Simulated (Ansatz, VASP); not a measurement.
# HfC in two plane-wave programs, part 2 of 2

Wanted: the spread between two codes on one cell, functional and k mesh. The cell is taken from a series of runs on this material, whose earlier steps may have relaxed, scaled, displaced or heated it; both programs get it as it stands.

VASP 6.6.1 and Ansatz 0.2.0.

So far: The structure; VASP: zone-centre phonons, LDA.

## (3) Ansatz: zone-centre phonons, LDA

Level of this step: Ansatz beside VASP: Kohn-Sham DFT, plane waves, LDA (Ansatz).

Ansatz runs on its PAW soft_1 files.

The same cell, functional (in two slightly different forms), mesh and smearing now go to Ansatz, which takes its cutoff from its data sets.

File input.yaml:

```yaml
crystal:
  lattice:
    - [0.0, 2.3549637767, 2.2614827306]
    - [2.3549637767, 0.0, 2.2614827306]
    - [2.3549637767, 2.3549637767, 0.0]
  atoms:
    - { symbol: C, position: [0.0, 0.0, 0.0] }
    - { symbol: Hf, position: [0.5, 0.5, 0.5] }
kpoints:
  mp_grid: { grid: [16, 16, 16] }
hamiltonian:
  xc: lda
  pseudopotentials: { kind: paw, azcp: { folder: soft_1 }, xc_functional: pbe }
scf:
  occupations: { method: methfessel_paxton, width: 0.2 }
output:
  eigenvalues: true
phonons:
  method: dfpt
```

Started as:

```console
$ ansatz run input.yaml --threads 4 --pin off --max-ram 10240MiB --backend cpu --events-out ev --progress --plain --runs-dir out
```

Numbers of over 12 decimals in the logs are rounded to 6 here.

What it wrote:

```text
zone centre: on kpoints.mp_grid the ground state, and the responses unless they are solved on pairs of k-points, stand on 621 of the mesh's 4096 k-points, reduced under 8 symmetry operations, with k and −k counted as one. Each operation leaves every solved displacement unchanged or reverses it
Engine: ansatz 0.2.0, aarch64-unknown-linux-gnu
Pseudopotentials: kind: paw
Pseudopotential: C, paw, valence charge 4, recommended cutoff 420 eV (normal), soft_1/C.paw.azcp
Pseudopotential: Hf, paw, valence charge 26, recommended cutoff 420 eV (normal), soft_1/Hf.paw.azcp
Functional definition: SPW92
  exchange = slater_x
  correlation = pw_c
Crystal: 2 atoms, lattice volume = 25.084 Å³
Basis set: ecut = 420 eV, 515 PW (Γ), exchange–correlation on 48×48×48 points (8 copies of the dense FFT grid, shifted against one another)
Bands: 19, of which v1, the nominal top of the filled ones, is band 15 counted from 1 (14 counted from 0)
Symmetry: 16 space group operations
k-points: 621 of 4096 (irreducible under 8 space group operations)
Non-local potential: C, projectors of the file, l = 0: 2, l = 1: 2, l = 2: 1
Non-local potential: Hf, projectors of the file, l = 0: 3, l = 1: 2, l = 2: 2, l = 3: 3
PAW form: soft (Blöchl's): semilocal exchange-correlation on the pseudo side does not see the compensation charge
PAW frozen core: C, regenerated for the run's functional, and the local potential with it (the file was generated under x = pbe(κ = 0.804, μ = 0.219515), c = pbe(β = 0.066725))
PAW frozen core: Hf, regenerated for the run's functional, and the local potential with it (the file was generated under x = pbe(κ = 0.804, μ = 0.219515), c = pbe(β = 0.066725))
PAW one-centre angular grid: C, 110 points (default); XC on 64 Gauss nodes
PAW one-centre angular grid: Hf, 590 points (default); XC on 64 Gauss nodes
Initial density: superposition of atomic densities (chi_scale 0.1, normalization cell, long waves kept (reshape's long-wave potential 0.00 eV rms))
Initial wavefunctions: pseudopotential atomic-orbital guess
Functional: x = slater, c = lda
SCF iter   1: F=—  HF=-15723.060247 eV  |F-HF|=—  |Δ(HF+E_count)|=         —  Δρ=8.77e-2  dr2=2.67e0  ethr=3.10e-3  ⟨swp⟩=5.0  Hψ=51496  notcnv=0
preconditioner: auto → Kerker (q_TF=auto, 2.811 Å⁻¹)  [metal: Δε(μ)=0.033 eV  Ē_g=17.623 eV  σ=0.200 eV  W_gap=0.14  n_scr=14 (ndim 8)  ℏωp=39.2 eV  f_vac=0.000  D(μ)=0.19/eV (n_scr^D=0)]
SCF iter   2: F=—  HF=-15722.501404 eV  |F-HF|=—  |Δ(HF+E_count)|=   5.59e-1  S|Δr|=    0.00e0  Δρ=3.19e-2  dr2=2.52e-1  ethr=3.10e-3  ⟨swp⟩=2.1  Hψ=20513  notcnv=0  defer=12
SCF iter   3: F=—  HF=-15722.444089 eV  |F-HF|=—  |Δ(HF+E_count)|=   5.73e-2  S|Δr|=    0.00e0  Δρ=1.40e-2  dr2=3.16e-2  ethr=8.41e-4  ⟨swp⟩=2.1  Hψ=20731  notcnv=0  defer=3
SCF iter   4: F=—  HF=-15722.436266 eV  |F-HF|=—  |Δ(HF+E_count)|=   7.82e-3  S|Δr|=    0.00e0  Δρ=7.61e-3  dr2=7.40e-3  ethr=1.05e-4  ⟨swp⟩=2.1  Hψ=21069  notcnv=0
SCF iter   5: F=—  HF=-15722.435226 eV  |F-HF|=—  |Δ(HF+E_count)|=   1.04e-3  S|Δr|=    0.00e0  Δρ=1.56e-3  dr2=3.29e-4  ethr=2.47e-5  ⟨swp⟩=2.1  Hψ=17906  notcnv=0
SCF iter   6: F=—  HF=-15722.435148 eV  |F-HF|=—  |Δ(HF+E_count)|=   7.86e-5  S|Δr|=    0.00e0  Δρ=2.82e-4  dr2=1.92e-5  ethr=1.10e-6  ⟨swp⟩=2.8  Hψ=21342  notcnv=0
SCF iter   7: F=—  HF=-15722.435153 eV  |F-HF|=—  |Δ(HF+E_count)|=   5.24e-6  S|Δr|=    0.00e0  Δρ=7.75e-5  dr2=1.16e-6  ethr=6.39e-8  ⟨swp⟩=2.3  Hψ=21658  notcnv=0
SCF iter   8: F=—  HF=-15722.435153 eV  |F-HF|=—  |Δ(HF+E_count)|=   4.38e-7  S|Δr|=    0.00e0  Δρ=1.41e-5  dr2=2.64e-8  ethr=3.85e-9  ⟨swp⟩=2.4  Hψ=21229  notcnv=0
SCF iter   9: F=—  HF=-15722.435153 eV  |F-HF|=—  |Δ(HF+E_count)|=   1.79e-8  S|Δr|=    0.00e0  Δρ=2.76e-6  dr2=1.00e-9  ethr=8.80e-11  ⟨swp⟩=2.8  Hψ=23156  notcnv=0
SCF iter  10: F=—  HF=-15722.435153 eV  |F-HF|=—  |Δ(HF+E_count)|=   2.10e-9  S|Δr|=    0.00e0  Δρ=3.90e-7  dr2=2.79e-11  ethr=3.34e-12  ⟨swp⟩=3.2  Hψ=24864  notcnv=0
SCF iter  11: F=-15722.435153 eV  HF=-15722.435153 eV  |F-HF|=0.00e0  |Δ(HF+E_count)|=  3.64e-12  S|Δr|=    0.00e0  Δρ=5.66e-8  dr2=5.67e-13  ethr=1.00e-12  ⟨swp⟩=7.7  Hψ=69827  notcnv=0
SCF 1 converged in 11 iterations: F = -15722.435153 eV  dr2 = 5.67e-13
  greatest PAW one-centre occupation: 0.998 electrons in one spin orbital (limit 2), on the Hf atom at site 1 (counted from 0), in its partial waves of l = 3
DFPT response loops at Γ: preconditioner auto → Kerker (q_TF=auto, 2.811 Å⁻¹) (partly filled bands, converged f_vac=0.000); β = 1.00, the filter's whole step (`scf.mixing.beta` (0.50) is not read by the response loops under this deck's `scf.mixing.preconditioner`; to damp them name `kerker` or `kerker_dos`, under which they read `scf.mixing.beta`, and type it under 1.00, their step now; both keys bind the ground state too); Broyden in place of MSR1
SCF converged after 11 iterations
Stability not checked: this state was not tested for a lower state beside it, because cold or Methfessel-Paxton smearing, or corrected tetrahedra, fill the levels in a way that the test cannot read (fill_not_monotonic; see scf.lower_state_search)
Free energy (F): -15722.435153 eV
Harris-Foulkes:  -15722.435153 eV  (|F-HF|=0.00e0)
Internal energy: -15722.435230 eV  (E = F + TS)
E sigma→0 (E₀):  -15722.435172 eV
Entropy (-TS):   0.000077 eV (0.039 meV/atom)
Fermi energy:    18.285166 eV
--- Per-component energies (eV) ---
  E_band       = 56.332945
  E_kinetic    = 493.595157
  E_local      = -6238.746862  (includes V_loc(G=0)·N_el)
  E_nonlocal   = 99.039053
  E_hartree    = 3046.655196
  E_xc         = -311.694346
  E_vxc        = -313.592160  (∫ρ·V_xc dr)
  E_paw        = -7547.776943  (= ΣΔE_a)
  E_vpaw       = -77.272702  (= ΣTr[D̂ρ^β])
  E_aug_tail   = 0.000123  (compensation charges beyond the density's cutoff)
  E_ewald      = -5266.026527
  E_core_change = 2.519920  (= ΣΔE_core)
  E_smearing   = 0.000077  (= −TS)
  E_closure    = -0.000000  (closes the sum)
  Σ components = -15722.435153   (vs F -15722.435153, Δ=0.00e0)
--- Band table (eV; the first three rows and the last of 621) ---
  k-point 0: bands = [... 11 lower, 7.2554, 19.2704, 19.2704, 19.4159, 19.4159, 19.4910, 19.8374, 21.3021]
  k-point 1: bands = [... 11 lower, 7.2543, 18.5122, 18.6771, 18.8928, 19.7001, 19.8727, 20.1687, 21.8150]
  k-point 2: bands = [... 11 lower, 7.2540, 17.4688, 17.8639, 18.0767, 20.0517, 20.1992, 20.5669, 22.8784]
  k-point 620: bands = [... 11 lower, 8.0266, 16.0268, 16.3547, 18.0686, 18.0686, 23.5187, 24.8707, 24.8707]
--- Phonons (Γ-DFPT): 4 representative perturbations + reference, on 621 of 4096 k-points (Σ response iterations 12) ---
  k mesh reduced under 8 symmetry operations, with k and −k counted as one. Each operation leaves every solved displacement unchanged or reverses it
  ASR residual: 3.921e-5 → 0.000e0 eV/Å²; symmetrization residual: 1.259e-6 eV/Å²
  ASR residual per site (eV/Å²): 5.81e-6 3.92e-5
  Γ frequencies (cm⁻¹): 0.00 0.00 0.00 371.87 371.87 499.30
  non-analytic LO–TO correction: not included (Born effective charges unavailable; polar crystals: no LO–TO splitting at Γ)
```

Reading the cycles: dr2 is the Hartree energy of the density residual (eV), the measure of convergence; HF is the Harris–Foulkes estimate of the energy, which meets the free energy F at convergence.

## (4) Side by side

Known differences besides the potentials themselves: the data sets hold 30 valence electrons in Ansatz (on its PAW soft_1 files) and 14 in VASP; the cutoff is 420 eV in Ansatz and 600 eV in VASP; VASP's log shows a relativistic correction to its local exchange, Ansatz's none. Total energies have different zeros and are not compared.

Compared:

```csv
quantity,Ansatz,VASP,difference
optical mode 1 to 2 (cm⁻¹),371.9,369.1,+0.74 %
optical mode 3 (cm⁻¹),499.3,499.5,-0.05 %
```

Modes are paired by rising frequency, not by their patterns, so a pair may set unlike modes beside each other; they are those without the splitting of longitudinal modes.

## (5) Summary of results

* r.m.s. difference of the optical zone-centre modes, each program's sorted by frequency (zone-centre phonons, LDA): 2.2 cm⁻¹
* difference in optical mode 1 to 2 (zone-centre phonons, LDA): +0.7 %

The r.m.s. difference of the optical zone-centre modes, each program's sorted by frequency is 2.2 cm⁻¹ (zone-centre phonons, LDA). The data sets hold unlike numbers of valence electrons (30 in Ansatz and 14 in VASP), so part of the differences comes from the potentials. Among the rows given in per cent, the largest difference of the zone-centre phonons, LDA pair is in optical mode 1 to 2, +0.7 %. How closely two codes agree says nothing of how well the functional describes the real material.

[Lines on the potential files, build, host, timing and source positions are cut from VASP's logs without a mark.]

[Logs are printed without paths, hosts, clocks, repeated set-up lines and the standing remarks that a program may print on its own settings, such as how far it seeks lower states.]

[Hosts, paths, dates, database ids (printed as entryN), source tags and the programs' standing remarks are cut or masked in the printed files.]
